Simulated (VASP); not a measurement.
Write the native input for VASP 6.6.1 that does the following.

```yaml
Task: band structure
Functional: LDA
Potentials_or_basis: VASP PAW LDA potentials, release 64 (Ti_sv, N)
Cutoff: 520 eV
k_mesh: 16 × 16 × 16
Occupations: methfessel-paxton, width 0.1 eV
Spin: no spin polarisation
Further_INCAR_settings: ALGO = Normal; EDIFF = 1e-06; NBANDS = 16
```

The structure of TiN (Osbornite) lies in POSCAR:

```
TiN                                     
1.0
    0.0000000000      2.1029354761      2.1029354761
    2.1029354761      0.0000000000      2.1029354761
    2.1029354761      2.1029354761      0.0000000000
  Ti              N             
     1     1
Direct
     0.0000000000000000    0.0000000000000000    0.0000000000000000
     0.5000000000000000    0.5000000000000000    0.5000000000000000
```

One way to write it, as run:

INCAR

```
PREC = Accurate
ENCUT = 520
EDIFF = 1E-6
ISMEAR = 1
SIGMA = 0.1
LREAL = F
LASPH = T
NELM = 80
ALGO = Normal
ISIF = 2
LWAVE = F
LCHARG = F
LMAXMIX = 4
NBANDS = 16
```

KPOINTS

```
Automatic mesh
0
Gamma
  16 16 16
```

KPOINTS_OPT

```
explicit points
252
Reciprocal
 0.0000000000  0.0000000000  0.0000000000 1
 0.0357142857  0.0000000000  0.0357142857 1
 0.0714285714  0.0000000000  0.0714285714 1
 0.1071428571  0.0000000000  0.1071428571 1
 0.1428571429  0.0000000000  0.1428571429 1
 0.1785714286  0.0000000000  0.1785714286 1
[... 244 lines left out ...]
 0.4916535100  0.0083464900  0.5000000000 1
 0.5083464900 -0.0083464900  0.5000000000 1
```

Potentials or basis: VASP PAW LDA potentials, release 64 (Ti_sv, N).

Command:

```bash
$ cat potpaw_LDA.64/Ti_sv/POTCAR potpaw_LDA.64/N/POTCAR > POTCAR
$ mpirun -np 1 vasp_std > vasp.out
```

It gave:

```json
{
 "Pressure": "-6.5 GPa",
 "Band gap along the path": "none (metal or under the smearing width)"
}
```

Run time: 78 s on 1 thread of Intel(R) Xeon(R) Platinum 8375C CPU @ 2.90GHz (Ice Lake) (shared host), peak memory 0.18 GiB.
